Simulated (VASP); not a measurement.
An input for Ansatz (written as the equivalent of a VASP run, and not itself run):

Ansatz 0.2 input:
```yaml
crystal:
  lattice:
    - [3.1246613, 0.0000000, 0.0000000]
    - [0.0000000, 3.1246613, 0.0000000]
    - [0.0000000, 0.0000000, 3.1246613]
  atoms:
    - { symbol: Ta, position: [0.0000000, 0.0000000, 0.0000000] }
    - { symbol: Si, position: [0.5000000, 0.5000000, 0.5000000] }
kpoints:
  mp_grid: { grid: [13, 13, 13] }
hamiltonian:
  xc: pbesol
  pseudopotentials: { kind: paw }
scf:
  occupations: { method: tetrahedron }
  max_iter: 100
output: { forces: true, stress: true, eigenvalues: true }
```

Q: Write the VASP files for the same calculation (PBEsol).

A: Several could match; the one computed here: 
### INCAR
```
ALGO=Normal   # blocked Davidson
SYSTEM=TaSi
ISMEAR=-5
ENCUT=400   # plane-wave cut-off (eV)
ISIF=2   # forces and stress, cell fixed
GGA=PS   # PBEsol
LMAXMIX=6   # l cut-off of mixed one-centre charges
NELM=100   # most electronic steps
PREC=Accurate
LCHARG=.True.
LORBIT=11   # lm-projected
LREAL=.False.   # projection in real space or not
NEDOS=601   # DOS grid
LWAVE=.False.
LASPH=.True.   # aspherical one-centre terms
EDIFF=1E-7
```

**KPOINTS**
```
Regular mesh
0
gamma
13 13 13
0 0 0
```

### POSCAR
```
TaSi
6.2493230
  0.4999999711   0.0000000000   0.0000000000
  0.0000000000   0.4999999711   0.0000000000
  0.0000000000   0.0000000000   0.4999999711
Ta Si
1 1
Direct
  0.0000000000   0.0000000000   0.0000000000
  0.5000000000   0.5000000000   0.5000000000
```

POTCAR, in this order: Ta_pv Si (PBE.64 set). Program: vasp_std.

Limits of the translation: each code has its own PAW files, so the cut-off isn't converted (ENCUT is set for VASP's; basis.ecutwfc is left out, and Ansatz then takes the one that its files recommend); Ansatz stops its SCF on the density residual and VASP on the energy change (EDIFF).

The structure was generated: TaSi was put into the CsCl type (Pm-3m), which need not be its known phase. It was relaxed first.
